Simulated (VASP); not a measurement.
Energy against volume of GaN (zinc blende). The numbers are results of PBE GGA with D3 dispersion (Becke-Johnson damping), VASP's PBE PAW potentials (set 64) (plane waves; VASP), not measurements. Numerical set-up: 520 eV cut-off, 10×10×10 Γ-centred mesh, Gaussian smearing of 0.050 eV, potentials Ga_d N.

```
V (Å³/atom)  E (eV/atom)
-----------  -----------
10.838          -6.29971
11.184          -6.31976
11.530          -6.32612
11.876          -6.32085
```

### Question
Fit these four points and predict the energy of the run at 12.222 Å³/atom.

### Answer
A cubic in V^(−2/3), the third-order Birch-Murnaghan form, passes through the four points with V0 = 11.54 Å³/atom and B0 = 179 GPa, and gives -6.3057 eV/atom there. The run gave -6.3057 eV/atom, -0.0 meV/atom from the fit; all five points give B0 = 179 GPa.

The compound is GaN in the zinc blende structure, a metastable form; wurtzite is the usual one. It was relaxed first.
